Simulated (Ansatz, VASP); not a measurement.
## BPd4: VASP beside Ansatz

File INCAR:

```
SYSTEM = BPd4
ALGO     = Fast           ! electronic algorithm
EDIFF    = 1E-7           ! SCF threshold, eV
ENCUT    = 520            ! plane-wave cutoff, eV
GGA      = PE             ! functional
ISIF     = 2              ! what is computed and relaxed
ISMEAR   = 0              ! smearing method
LASPH    = .True.         ! aspherical terms in the spheres
LCHARG   = .False.        ! write CHGCAR
LREAL    = .False.        ! projectors in reciprocal space
LWAVE    = .False.        ! write WAVECAR
NBANDS   = 30             ! bands
NELM     = 80             ! most SCF steps
PREC     = Accurate       ! precision mode
SIGMA    = 0.1            ! smearing width, eV
```

File KPOINTS:

```
k-points
0
Gamma
  4 4 4
  0 0 0
```

File POSCAR:

```
BPd4
1.0
    4.2149094500      0.0000000000      0.0000000000
    0.0000000000      4.2149094500      0.0000000000
    0.0000000000      0.0000000000      4.2149094500
B Pd
1 4
Direct
    0.5000000000      0.5000000000      0.5000000000
    0.2159019000      0.2159019000      0.2159019000
    0.7840981000      0.7840981000      0.2159019000
    0.7840981000      0.2159019000      0.7840981000
    0.2159019000      0.7840981000      0.7840981000
```

Input for Ansatz:

```yaml
crystal:
  lattice:
    - [4.21490945, 0.0, 0.0]
    - [0.0, 4.21490945, 0.0]
    - [0.0, 0.0, 4.21490945]
  atoms:
    - { symbol: B, position: [0.5, 0.5, 0.5] }
    - { symbol: Pd, position: [0.2159019, 0.2159019, 0.2159019] }
    - { symbol: Pd, position: [0.7840981, 0.7840981, 0.2159019] }
    - { symbol: Pd, position: [0.7840981, 0.2159019, 0.7840981] }
    - { symbol: Pd, position: [0.2159019, 0.7840981, 0.7840981] }
basis:
  ecutwfc: 420
kpoints:
  mp_grid: { grid: [4, 4, 4] }
hamiltonian:
  xc: pbe
scf:
  occupations: { method: gaussian, width: 0.1 }
  lower_state_search: "off"
output:
  forces: true
  stress: true
  eigenvalues: true
```

Alike in both runs: task single point; functional PBE; k mesh 4 × 4 × 4; occupations gaussian, width 0.1 eV; no spin polarisation.

```csv
,VASP,Ansatz
version,VASP 6.6.1,Ansatz 0.2.0
potentials or method,"VASP PAW PBE potentials, release 64 (B, Pd)","scalar-relativistic, plane waves, PAW"
plane-wave cutoff (eV),520,420
valence electrons in the cell,43,75
```

```tsv
	VASP	Ansatz	Ansatz less VASP
gap on the k mesh at the Fermi level (eV)	none	none	-
pressure (GPa)	-0.2	0.0	+0.10
rms of the force components (eV/Å)	1.849	1.884	+0.0348
```

Atom by atom the forces differ by 0.035 eV/Å (rms over components). A gap of «none» marks a metal or a gap that the smearing closes. The two sets of potentials don't hold the same shells in valence.

Caveats: the k mesh is coarse (spacing up to 0.37 Å⁻¹), so the values aren't converged; forces of over 1 eV/Å show positions far from the minimum, so gaps and moduli don't describe the material at rest.
